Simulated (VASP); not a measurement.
Here is a VASP 6.6.1 calculation.

INCAR

```
  PREC = Accurate
  ENCUT = 600
  EDIFF = 1E-6
  ISMEAR = -1
  SIGMA = 0.05
  LREAL = F
  LASPH = T
  NELM = 100
  ALGO = Fast
  ISIF = 3
  LWAVE = F
  LCHARG = F
  GGA = PE
  IBRION = 2
  NSW = 40
  EDIFFG = -0.01
  PSTRESS = 300
```

Contents of KPOINTS:

```
Automatic mesh
0
Gamma
  4 4 4
```

Contents of POSCAR:

```
Sb3I2
1.0
    5.8734900000      0.0000000000      0.0000000000
    0.0000000000      5.8734900000      0.0000000000
    0.0000000000      0.0000000000      5.8734900000
Sb I
3 2
Direct
    0.5000000000      0.0000000000      0.0000000000
    0.0000000000      0.5000000000      0.0000000000
    0.0000000000      0.0000000000      0.5000000000
    0.0000000000      0.0000000000      0.0000000000
    0.5000000000      0.5000000000      0.5000000000
```

Potentials or basis: VASP PAW PBE potentials, release 64 (Sb, I).

The run is started by

```console
$ cat potpaw_PBE.64/Sb/POTCAR potpaw_PBE.64/I/POTCAR > POTCAR
$ mpirun -np 1 vasp_std > vasp.out
```

Task: Predict the space group after relaxing (to 0.05 Å).

Result: Pm-3m (No. 221).

Task: What does it give for the band gap on the k mesh?

Result: None (metal or under the smearing width).

Task: Estimate the relaxed cell.

Result: a = 5.121 Å, b = 5.121 Å, c = 5.121 Å, α = 90.00°, β = 90.00°, γ = 90.00°.

Final structure:
```
Sb I
1.0
     5.12061    0.00000    0.00000
     0.00000    5.12061    0.00000
     0.00000    0.00000    5.12061
Sb I
3 2
Direct
  0.50000 0.00000 0.00000
  0.00000 0.50000 0.00000
  0.00000 0.00000 0.50000
  0.00000 0.00000 0.00000
  0.50000 0.50000 0.50000
```

Caveat: an odd number of electrons without spin polarisation forces a metal; a magnetic or distorted state may lie lower. Spin-orbit coupling is left out, which matters for the levels of I, Sb.
